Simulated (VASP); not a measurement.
The system is MoSeS.

```
CELL_PARAMETERS angstrom
3.24199 0.00000 0.00000
-1.62099 2.80764 0.00000
0.00000 0.00000 13.58679
ATOMIC_POSITIONS crystal
Mo 0.66667 0.33333 0.25000
Mo 0.33333 0.66667 0.75000
Se 0.66667 0.33333 0.63308
Se 0.33333 0.66667 0.36692
S 0.66667 0.33333 0.86692
S 0.33333 0.66667 0.13308
```

The cell comes from a database or a generator and needn't be the stable form of this composition.

| Property | Result |
| --- | --- |
| Program | VASP 6.6.1 |
| Task | relaxation of cell and atoms |
| Functional | PBEsol |
| Dispersion | D3(BJ) |
| Potentials or basis | VASP PAW PBE potentials, release 64 (Mo_sv, Se, S) |
| Cutoff | 600 eV |
| k mesh | 3 × 3 × 1 |
| Occupations | gaussian, width 0.02 eV |
| Spin | no spin polarisation |

At the start: pressure -3.5 GPa; volume 20.61 Å³/atom.

Question: How do energy, volume and symmetry change on relaxing?

Answer: Over 36 steps the energy falls by 76.1 meV/atom and the volume is 18.06 Å³/atom (-12.4 %); space group P-3m1 (No. 164, to 0.05 Å).

The path:
| step | energy change (eV) | largest force (eV/Å) | pressure (GPa) | volume (Å³) |
| --- | --- | --- | --- | --- |
| 1 | 0.0000 | 2.5868 | -3.50 | 123.67 |
| 2 | 0.0678 | 3.2924 | 5.06 | 115.79 |
| 3 | -0.2928 | 0.4457 | -0.41 | 119.78 |
| 4 | -0.2928 | 0.4830 | -0.34 | 119.71 |
| 5 | -0.3162 | 0.1680 | -0.91 | 118.71 |
| 6 | -0.3175 | 0.0980 | -1.07 | 118.40 |
| 7 | -0.3351 | 0.1647 | 0.07 | 116.60 |
| 8 | -0.3445 | 0.3976 | 1.68 | 114.27 |
| 9 | -0.3551 | 0.3876 | 1.62 | 113.86 |
| 10 | -0.3847 | 0.3564 | 1.40 | 112.62 |
| 11 | -0.4288 | 0.2860 | 1.19 | 110.12 |
| 12 | -0.4047 | 0.3723 | 1.90 | 105.04 |
| 13 | -0.4401 | 0.3077 | 1.50 | 108.43 |
| 14 | -0.4408 | 0.3199 | 1.55 | 107.72 |
| 15 | -0.4471 | 0.1657 | -0.68 | 108.98 |
| 16 | -0.4481 | 0.1070 | -0.09 | 108.64 |
| 17 | -0.4486 | 0.0668 | 0.01 | 108.60 |
| 18 | -0.4487 | 0.0807 | 0.08 | 108.58 |
| 19 | -0.4492 | 0.0783 | 0.09 | 108.61 |
| 20 | -0.4504 | 0.0703 | 0.05 | 108.69 |
| 21 | -0.4523 | 0.0553 | -0.03 | 108.87 |
| 22 | -0.4538 | 0.1116 | -0.23 | 109.22 |
| 23 | -0.4543 | 0.0811 | -0.18 | 109.19 |
| 24 | -0.4549 | 0.0563 | -0.12 | 109.14 |
| 25 | -0.4551 | 0.1007 | 0.03 | 109.03 |
| 26 | -0.4552 | 0.0836 | -0.04 | 109.07 |
| 27 | -0.4555 | 0.0590 | -0.06 | 109.03 |
| 28 | -0.4557 | 0.0283 | -0.11 | 108.93 |
| 29 | -0.4560 | 0.0272 | 0.02 | 108.79 |
| 30 | -0.4562 | 0.0374 | 0.13 | 108.64 |
| 31 | -0.4563 | 0.0579 | 0.33 | 108.35 |
| 32 | -0.4565 | 0.0480 | 0.28 | 108.33 |
| 33 | -0.4567 | 0.0174 | 0.11 | 108.27 |
| 34 | -0.4567 | 0.0134 | 0.09 | 108.31 |
| 35 | -0.4567 | 0.0149 | -0.06 | 108.43 |
| 36 | -0.4567 | 0.0090 | -0.03 | 108.39 |

Final structure:
```
CELL_PARAMETERS angstrom
3.17961 0.00000 0.00000
-1.58980 2.75362 0.00000
0.00000 0.00000 12.37970
ATOMIC_POSITIONS crystal
Mo 0.66667 0.33333 0.24056
Mo 0.33333 0.66667 0.75944
Se 0.66667 0.33333 0.62283
Se 0.33333 0.66667 0.37717
S 0.66667 0.33333 0.88185
S 0.33333 0.66667 0.11815
```

Caveat: the k mesh is coarse (spacing up to 0.75 Å⁻¹), so the values aren't converged; the PAW data sets were made with another functional, which shifts forces and pressure a little.
